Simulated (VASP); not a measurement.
# A VASP study of BAs (r2SCAN + rVV10): structure first, properties next, part 8 of 8

Aim: relax BAs with r2SCAN + rVV10, compute its properties on that cell and hold them against experiment. The start is a cell from a database of measured crystal structures.

VASP 6.6.1, plane waves and PAW; the level of theory is named at each step.

So far, least gap on mesh and path (eV): step 4 (bands along the symmetry lines (r2SCAN + rVV10), r2SCAN with rVV10) 1.33; step 10 (band structure (r2SCAN + rVV10 + SOC)) 1.27; step 12 (bands along the symmetry lines (HSE06)) 1.87.

## Step 13: Band structure (TB-mBJ) (continued)

Level of this step: TB-mBJ; plane waves and PAW (B, As) (VASP).

The electronic bands at the labelled points (eV, zero at the valence-band top; v1 is the highest filled band, c1 the lowest empty one):

| point | v3 | v2 | v1 | c1 | c2 | c3 | c4 |
| --- | --- | --- | --- | --- | --- | --- | --- |
| Γ | 0.00 | 0.00 | 0.00 | 3.79 | 3.79 | 3.79 | 5.54 |
| 0.47 of the way | -3.67 | -2.39 | -2.39 | 2.34 | 5.51 | 7.57 | 7.57 |
| X | -8.55 | -3.93 | -3.93 | 1.95 | 2.15 | 12.38 | 12.38 |
| 0.47 of the way | -8.39 | -4.54 | -4.43 | 3.22 | 3.48 | 10.64 | 11.08 |
| W | -8.15 | -5.21 | -4.94 | 5.82 | 6.77 | 7.28 | 7.55 |
| 0.47 of the way | -8.16 | -5.50 | -4.18 | 4.08 | 6.30 | 8.53 | 9.07 |
| K | -8.19 | -5.66 | -3.35 | 2.64 | 6.18 | 9.97 | 10.65 |
| 0.47 of the way | -5.37 | -3.87 | -1.23 | 4.54 | 5.68 | 6.45 | 7.87 |
| Γ | 0.00 | 0.00 | 0.00 | 3.79 | 3.79 | 3.79 | 5.54 |
| 0.47 of the way | -4.40 | -1.00 | -1.00 | 3.71 | 5.08 | 5.08 | 8.56 |
| L | -8.61 | -1.74 | -1.74 | 3.26 | 5.28 | 5.28 | 9.98 |
| 0.47 of the way | -8.31 | -3.86 | -2.39 | 3.70 | 6.27 | 6.80 | 9.85 |
| U | -8.19 | -5.66 | -3.35 | 2.64 | 6.18 | 9.97 | 10.65 |
| 0.47 of the way | -8.16 | -5.54 | -4.02 | 3.78 | 6.28 | 8.75 | 9.35 |
| W | -8.15 | -5.21 | -4.94 | 5.82 | 6.77 | 7.28 | 7.55 |
| 0.47 of the way | -8.14 | -4.58 | -3.07 | 4.64 | 5.37 | 8.42 | 9.74 |
| L | -8.61 | -1.74 | -1.74 | 3.26 | 5.28 | 5.28 | 9.98 |
| 0.53 of the way | -8.23 | -4.27 | -2.53 | 3.55 | 6.75 | 7.20 | 9.52 |
| K | -8.19 | -5.66 | -3.35 | 2.64 | 6.18 | 9.97 | 10.65 |
| jump to U | -8.19 | -5.66 | -3.35 | 2.64 | 6.18 | 9.97 | 10.65 |
| 0.53 of the way | -8.46 | -4.61 | -3.80 | 2.17 | 3.23 | 11.69 | 11.85 |
| X | -8.55 | -3.93 | -3.93 | 1.95 | 2.15 | 12.38 | 12.38 |

Of the projections kept (B, As), the largest for each band there; the rest of the weight can lie on other orbitals:

| point | v3 | v2 | v1 | c1 | c2 | c3 | c4 |
| --- | --- | --- | --- | --- | --- | --- | --- |
| Γ | As 0.55 | As 0.55 | As 0.55 | As 0.67 | As 0.67 | As 0.67 | B 0.56 |
| X | B 0.60 | As 0.59 | As 0.59 | As 0.53 | As 0.64 | B 0.52 | B 0.52 |
| W | B 0.63 | As 0.66 | As 0.56 | B 0.66 | B 0.63 | As 1.00 | As 0.66 |
| K | B 0.59 | As 0.61 | As 0.58 | As 0.58 | B 0.50 | As 0.53 | As 0.53 |
| Γ | As 0.55 | As 0.55 | As 0.55 | As 0.67 | As 0.67 | As 0.67 | B 0.56 |
| L | As 0.52 | As 0.57 | As 0.57 | As 0.52 | As 0.67 | As 0.67 | B 0.74 |

The electronic bands as a text plot (rows in eV, shown from -8.0 to 5.5 only):

```
    5.3 |  +         +         +  +   ++++++     + + ++++++
    4.7 | +  +      +        ++++    +              ++        +
    4.1 |+    +     +  +    +   ++ ++                 +   +
    3.6 |++    +           +     ++  ++++ +++   +      + + +
    3.0 |  +       +    +++              +   ++         +   ++ +
    2.4 |   +   + +                            +              +++
    1.9 |    +++++                                              +
    1.3 |
    0.7 |
    0.2 |                        **
   -0.4 |*                     *** **
   -0.9 | **                  * *    **
   -1.5 |  *                 *  *      ****             *
   -2.1 |   *              **  *    *     **          ** **
   -2.6 |    *            *   *            ***       * *   *
   -3.2 |   * *          *     *              **      *   * **
   -3.8 |      ****     *    **      *      *   *   *         ***
   -4.3 |    *    **   *                           * *     *   *
   -4.9 |     *     ***     *         *      *   **
   -5.5 |             ***  * *                *******       ***
   -6.0 |                **
   -6.6 |      *            *          *
   -7.2 |                  *
   -7.7 |       *         *             *
         Γ       X    W  K        Γ      L     U  W     L   K|U X
```

The gap moves by +0.42 eV against r2SCAN with rVV10.

## Step 14: What came out

| Property | Result |
| --- | --- |
| relaxed volume | 13.65 Å³/atom |
| relaxed conventional cell a, b, c | 4.780, 4.780, 4.780 Å |
| space group after relaxing, within 0.02 Å | F-43m (No. 216) |
| band gap | 1.33 eV, indirect (least direct gap of that run 3.43 eV) |
| gap among the points of the DOS mesh alone, an upper bound | 1.34 eV |
| highest zone-centre mode | 703 cm⁻¹ |
| bulk modulus (Hill) | 145 GPa |
| shear modulus (Hill) | 137 GPa |
| Debye temperature from the elastic constants | 700 K |
| static dielectric constant from modes and Born charges, mean | 9.15 |
| LO mode by the Lyddane-Sachs-Teller relation | 705 cm⁻¹ |
| electronic dielectric constant, mean | 9.08 |
| strongest peak of ε2, mean over directions | 5.91 eV |
| ε1 at zero frequency, no local fields, mean | 9.41 |
| band gap (r2SCAN + rVV10 + SOC) | 1.27 eV, indirect (least direct gap of that run 3.23 eV) |
| band gap (HSE06) | 1.87 eV, indirect (least direct gap of that run 4.14 eV) |
| band gap (TB-mBJ) | 1.76 eV, indirect (least direct gap of that run 3.79 eV) |

In words: With r2SCAN + rVV10, BAs relaxes to 13.65 Å³/atom in space group F-43m (held by the symmetry of the run) and has an indirect gap of 1.33 eV (1.87 eV with HSE06). Against the listed cell the volume lies +0.2 %. Response to an electric field (r2SCAN + rVV10): Mean Born effective charge: B1 -0.4060, As2 0.4060 e. Band structure (r2SCAN + rVV10 + SOC): The path shows an indirect gap of 1.27 eV (valence top at Γ, conduction bottom between Γ and X). The least direct gap is 3.23 eV. Bands along the symmetry lines (HSE06): The path shows an indirect gap of 1.87 eV (valence top at Γ, conduction bottom between Γ and X). The least direct gap is 4.14 eV. Band structure (TB-mBJ): The path shows an indirect gap of 1.76 eV (valence top at Γ, conduction bottom between Γ and X). The least direct gap is 3.79 eV. The other levels ran on the cell relaxed with r2SCAN + rVV10, and without spin-orbit coupling unless named. Measured elastic constants soften with temperature, which the static lattice leaves out. Spin-orbit coupling moves the gap of r2SCAN + rVV10 by -0.07 eV and its direct gap by -0.20 eV; the levels run without it lack a shift of about this size, which bears on their distance from experiment. Semilocal functionals usually underestimate gaps. Modes at Γ alone can't show that the crystal is stable at other wave vectors, and the LO-TO splitting is not included. No search among competing phases was made, and a listed structure need not be the one stable at ambient conditions. All values are for a static lattice at zero temperature.

Computed beside measured:

| quantity | measured | r2SCAN with rVV10 | r2SCAN with rVV10, spin-orbit coupling | HSE06 | TB-mBJ |
| --- | --- | --- | --- | --- | --- |
| lattice constant a (Å) | 4.7741 | 4.780 (+0.1 %) | - | - | - |
| band gap (direct gap) (eV) | 4.12 | 3.43 (-0.69 eV) | 3.23 (-0.89 eV) | 4.14 (+0.02 eV) | 3.79 (-0.33 eV) |
| elastic constant C12 (GPa) | 79.5 | 71 (-10.7 %) | - | - | - |
| elastic constant C44 (GPa) | 149 | 158 (+6.0 %) | - | - | - |
| bulk modulus (Hill mean of the elastic tensor) (GPa) | 148 | 145 (-2.4 %) | - | - | - |

Cost of the run behind each value, in core time: r2SCAN with rVV10 48 s, r2SCAN with rVV10, spin-orbit coupling 2.7 min, HSE06 1.8 min, TB-mBJ 24 s.

Measured values from arxiv:1906.04101 (2019), arxiv:1911.04914 (2019) and arxiv:1911.11281 (2019).

How well it matches: The lattice constant a is off by +0.1 %: good agreement. For the band gap, of the levels listed nearest comes HSE06 (+0.02 eV, good agreement) and farthest r2SCAN with rVV10, spin-orbit coupling (-0.89 eV, a clear miss). An optical gap can lie under the band gap by the exciton's binding. Zero-point and thermal motion shift the measured gap. The elastic constant C12 is off by -10.7 %: fair agreement. The elastic constant C44 is off by +6.0 %: good agreement. The bulk modulus is off by -2.4 %: good agreement. The grades are ours: good and fair within 0.7 and 1.5 % for the lattice constant a and 5 and 12 % for the bulk modulus. Zero-point motion and thermal expansion (measured at up to 100 K) are not in the computed lattice constants and bulk modulus.

[Lines on the potential files, build, host, timing and source positions are cut from VASP's logs without a mark.]

[Logs are printed without paths, hosts, clocks, repeated set-up lines and the standing remarks that a program may print on its own settings, such as how far it seeks lower states.]

[Hosts, paths, dates, database ids (printed as entryN), source tags and the programs' standing remarks are cut or masked in the printed files.]

[A measured line is paired with the nearest computed mode of its activity, which favours agreement.]
